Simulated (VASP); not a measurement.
Here is the system:

```yaml
crystal:
  lattice:
    - [1.54558, -2.67701, 0.00000]
    - [1.54558, 2.67701, 0.00000]
    - [0.00000, 0.00000, 5.07586]
  atoms:
    - { symbol: Si, position: [0.66667, 0.33333, 0.49958] }
    - { symbol: Si, position: [0.33333, 0.66667, 0.99958] }
    - { symbol: C, position: [0.66667, 0.33333, 0.87542] }
    - { symbol: C, position: [0.33333, 0.66667, 0.37542] }
```

Level of theory: PBE GGA, VASP's PBE PAW potentials (set 64) (plane waves; VASP 6.6.1). Numerical set-up: 650 eV cut-off, 7×7×4 Γ-centred mesh, Gaussian smearing of 0.050 eV, potentials Si C.

Problem. Give the elastic stiffness tensor with the ions relaxed (GPa, in the frame of the cell).

Solution. 
```csv
,xx,yy,zz,yz,xz,xy
xx,494,101,48.6,0.0,0.0,0.0
yy,101,494,48.6,0.0,0.0,0.0
zz,48.6,48.6,533,0.0,0.0,0.0
yz,0.0,0.0,0.0,151,0.0,0.0
xz,0.0,0.0,0.0,0.0,151,0.0
xy,0.0,0.0,0.0,0.0,0.0,196
```

Problem. What does the run give for the Hill bulk modulus, Hill shear modulus, Young's modulus, Poisson's ratio?

Solution. 
```yaml
hill_bulk_modulus: 213 GPa
hill_shear_modulus: 185 GPa
Young's modulus: 430 GPa
Poisson's ratio: 0.164
```

The compound is SiC in the wurtzite structure, the rare 2H polytype. It was relaxed first.
